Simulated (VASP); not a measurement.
These are PBEsol GGA with spin-orbit coupling, VASP's PBE PAW potentials (set 64) (plane waves; VASP 6.6.1) values and carry that method's errors.

VASP ran on this input.

**KPOINTS**
```
Automatic mesh
0
Gamma
9 9 3
0 0 0
```

**INCAR**
```
SYSTEM = La
PREC = Accurate; ENCUT = 400; LREAL = .FALSE.
LASPH = .TRUE.
EDIFF = 1E-6; NELM = 100; ALGO = Normal
LMAXMIX = 6
ISMEAR = 0; SIGMA = 0.05
GGA = PS; GGA_COMPAT = .FALSE.
MAGMOM = 12*0; LSORBIT = .TRUE.
LWAVE = .FALSE.; LCHARG = .FALSE.
```

### KPOINTS_OPT
```
k-points along high-symmetry lines
5
Line-mode
Reciprocal
  0.000000   0.000000   0.000000 ! GAMMA
 -0.000000   0.500000   0.000000 ! M

 -0.000000   0.500000   0.000000 ! M
 -0.333333   0.666667   0.000000 ! K

 -0.333333   0.666667   0.000000 ! K
  0.000000   0.000000   0.000000 ! GAMMA

  0.000000   0.000000   0.000000 ! GAMMA
  0.000000   0.000000   0.500000 ! A

  0.000000   0.000000   0.500000 ! A
 -0.000000   0.500000   0.500000 ! L

 -0.000000   0.500000   0.500000 ! L
 -0.333333   0.666667   0.500000 ! H

 -0.333333   0.666667   0.500000 ! H
  0.000000   0.000000   0.500000 ! A

 -0.000000   0.500000   0.500000 ! L
 -0.000000   0.500000   0.000000 ! M

 -0.333333   0.666667   0.500000 ! H
 -0.333333   0.666667   0.000000 ! K
```

POSCAR:
```
La
1
    1.8299022421    -3.1694838637     0.0000000000
    1.8299022421     3.1694838637     0.0000000000
    0.0000000000     0.0000000000    11.6902781049
La
4
Direct
  0.0000000000   0.0000000000   0.5000000000
  0.0000000000   0.0000000000   0.0000000000
  0.3333330000   0.6666670000   0.2500000000
  0.6666670000   0.3333330000   0.7500000000
```

POTCAR, in this order: La (PBE.64 set). Program: vasp_ncl.

Task: Estimate the energy per atom (σ→0), band gap (over mesh and band path).

Result: 
* **energy per atom (σ→0)**: -5.647 eV/atom
* **band gap (over mesh and band path)**: none (metal, semimetal or under 0.01 eV)

**OSZICAR**
```
...
DAV:  15    -0.225932226058E+02   -0.22466E-04   -0.10952E-04  4320   0.604E-02    0.124E-03
DAV:  16    -0.225932243453E+02   -0.17396E-05   -0.31739E-05  3056   0.196E-02    0.771E-04
DAV:  17    -0.225932239237E+02    0.42164E-06   -0.11258E-05  2416   0.122E-02    0.180E-03
DAV:  18    -0.225932250054E+02   -0.10818E-05   -0.42325E-06  2200   0.955E-03    0.246E-04
DAV:  19    -0.225932250167E+02   -0.11236E-07   -0.16671E-06  2160   0.614E-03
   1 F= -.22593225E+02 E0= -.22588497E+02  d E =-.945630E-02  mag=    -0.0000     0.0000    -0.0000
       N       E                     dE             ncg
       N       E                     dE             ncg
```

The compound is La in the dhcp structure. It was relaxed first, which changed the volume by -9 %.
